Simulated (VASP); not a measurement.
**VASP 6.6.1 run: NaCaF3**

INCAR

```
ISIF = 2
ISMEAR = -1
GGA = PE
NELM = 120
LWAVE = .FALSE.
LASPH = .TRUE.
LREAL = .FALSE.
ENCUT = 520
NBANDS = 43
IBRION = -1
LCHARG = .FALSE.
IVDW = 12
PREC = Accurate
SIGMA = 0.02
NSW = 0
EDIFF = 1E-7
```

KPOINTS

```
KPOINTS created by Atomic Simulation Environment
0
Gamma
6 6 6
0 0 0
```

POSCAR

```
Na Ca F
 1.0000000000000000
     4.3805651498150153   -0.0000000000000000    0.0000000000000000
    -0.0000000000000000    4.3805651498150153    0.0000000000000000
     0.0000000000000000    0.0000000000000000    4.3805651498150153
 Na  Ca  F
   1   1   3
Cartesian
  0.0000000000000000  0.0000000000000000 -0.0000000000000000
  2.1902825749075081  2.1902825749075081  2.1902825749075081
  2.1902825749075081  2.1902825749075081  0.0000000000000000
  2.1902825749075081 -0.0000000000000000  2.1902825749075081
 -0.0000000000000000  2.1902825749075081  2.1902825749075081
```

The recommended PBE PAW datasets give the neutral cell 38 valence electrons.

Command

```
mpirun -np 1 vasp_std
```

OSZICAR

```
N       E                     dE             d eps       ncg     rms          rms(c)
DAV:   1     0.401370206838E+03    0.40137E+03   -0.17936E+04  1760   0.926E+02
DAV:   2     0.901748043133E+01   -0.39235E+03   -0.36368E+03  1792   0.302E+02
DAV:   3    -0.262127755311E+02   -0.35230E+02   -0.34637E+02  2050   0.922E+01
DAV:   4    -0.281461622012E+02   -0.19334E+01   -0.19135E+01  2684   0.153E+01
DAV:   5    -0.281662377259E+02   -0.20076E-01   -0.20072E-01  1931   0.133E+00    0.101E+01
DAV:   6    -0.252802990270E+02    0.28859E+01   -0.59672E+00  1965   0.119E+01    0.365E+00
DAV:   7    -0.250977028527E+02    0.18260E+00   -0.22131E-01  2002   0.309E+00    0.220E+00
DAV:   8    -0.249676114470E+02    0.13009E+00   -0.16328E-01  2105   0.552E+00    0.472E-01
DAV:   9    -0.249684492899E+02   -0.83784E-03   -0.21954E-02  2016   0.888E-01    0.187E-01
DAV:  10    -0.249688341581E+02   -0.38487E-03   -0.17833E-03  1895   0.243E-01    0.467E-02
DAV:  11    -0.249688055662E+02    0.28592E-04   -0.16748E-04  2295   0.766E-02    0.148E-02
DAV:  12    -0.249688176223E+02   -0.12056E-04   -0.13767E-05  2016   0.202E-02    0.568E-03
DAV:  13    -0.249688192604E+02   -0.16381E-05   -0.22776E-06  2010   0.724E-03    0.166E-03
DAV:  14    -0.249688193569E+02   -0.96512E-07   -0.12950E-07  1931   0.253E-03
   1 F= -.25601137E+02 E0= -.25601137E+02  d E =-.366138E-12
```

From OUTCAR

```
k-points           NKPTS =     20   k-points in BZ     NKDIM =     20   number of bands    NBANDS=     43

   NELECT =      38.0000    total number of electrons

   dimension x,y,z NGX =    36 NGY =   36 NGZ =   36
   dimension x,y,z NGXF=    72 NGYF=   72 NGZF=   72

  energy-cutoff  :      520.00
  volume of cell :       84.06
      direct lattice vectors                 reciprocal lattice vectors
     4.380565150  0.000000000  0.000000000     0.228281047  0.000000000  0.000000000
     0.000000000  4.380565150  0.000000000     0.000000000  0.228281047  0.000000000
     0.000000000  0.000000000  4.380565150     0.000000000  0.000000000  0.228281047

 k-points in reciprocal lattice and weights: KPOINTS created by Atomic Simulation Env
   0.00000000  0.00000000  0.00000000       0.005
   0.16666667  0.00000000  0.00000000       0.028
   0.33333333  0.00000000  0.00000000       0.028
   0.50000000  0.00000000  0.00000000       0.014
   0.16666667  0.16666667  0.00000000       0.056
   0.33333333  0.16666667  0.00000000       0.111
   0.50000000  0.16666667  0.00000000       0.056
   0.33333333  0.33333333  0.00000000       0.056
   ...

 E-fermi :  -1.9884

 k-point     1 :       0.0000    0.0000    0.0000
  band No.  band energies     occupation
      1     -37.5666      2.00000
      2     -23.7805      2.00000
      3     -23.7805      2.00000
      4     -23.7805      2.00000
      5     -21.7922      2.00000
      6     -21.6746      2.00000
      7     -21.6746      2.00000
      8     -18.7676      2.00000
      9     -18.7676      2.00000
     10     -18.7676      2.00000
     11      -3.4541      2.00000
     12      -3.4541      2.00000
     13      -3.4541      2.00000
     14      -2.9242      2.00000
     15      -2.9242      2.00000
     16      -2.9242      2.00000
     17      -2.6580      2.00000
     18      -2.6580      2.00000
     19      -2.6580      2.00000
     20       2.5761      0.00000
     21       6.9598      0.00000
     22       6.9598      0.00000
     23       6.9598      0.00000
     24       8.3659      0.00000
     25       8.3659      0.00000
     26      10.2980      0.00000
     27      10.2980      0.00000
     28      10.4604      0.00000
     29      10.4604      0.00000
     30      10.4604      0.00000
     31      13.1706      0.00000
     32      15.4534      0.00000
     33      15.4534      0.00000
     34      15.4534      0.00000
     35      18.5423      0.00000
     36      18.5423      0.00000
     37      18.5423      0.00000
     38      19.0020      0.00000
     39      19.0020      0.00000
     40      19.0020      0.00000
     41      21.0749      0.00000
     42      21.5303      0.00000
     43      22.8788      0.00000

 ...

  Total       0.44068     0.44068     0.44068    -0.00000     0.00000    -0.00000
  in kB       8.39935     8.39935     8.39935    -0.00000     0.00000    -0.00000
  external pressure =        8.40 kB  Pullay stress =        0.00 kB

 POSITION                                       TOTAL-FORCE (eV/Angst)
 -----------------------------------------------------------------------------------
      0.00000      0.00000      0.00000         0.000000      0.000000      0.000000
      2.19028      2.19028      2.19028         0.000000      0.000000      0.000000
      2.19028      2.19028      0.00000         0.000000      0.000000      0.000000
      2.19028      0.00000      2.19028         0.000000      0.000000      0.000000
      0.00000      2.19028      2.19028         0.000000      0.000000      0.000000
 -----------------------------------------------------------------------------------
    total drift:                                0.000000      0.000000      0.000000

  FREE ENERGIE OF THE ION-ELECTRON SYSTEM (eV)
  ---------------------------------------------------
  free  energy   TOTEN  =       -25.6011370283 eV

  energy  without entropy=      -25.6011370283  energy(sigma->0) =      -25.60113703
```

It converged. Results: gap between bands v and c on the k mesh 5.09 eV; least direct gap on the k mesh 5.23 eV; pressure 0.8 GPa. Band v is the last that the valence electrons fill when counted band by band, and c is the next.

For comparison, a separate PBE run of the intended cell, on usual settings and not on those above, gives a gap of 5.09 eV on its mesh and a pressure of 2.0 GPa.

The run above took about 81 s on one core of a shared host (Intel Xeon Platinum 8488C) and held 0.23 GiB at most.
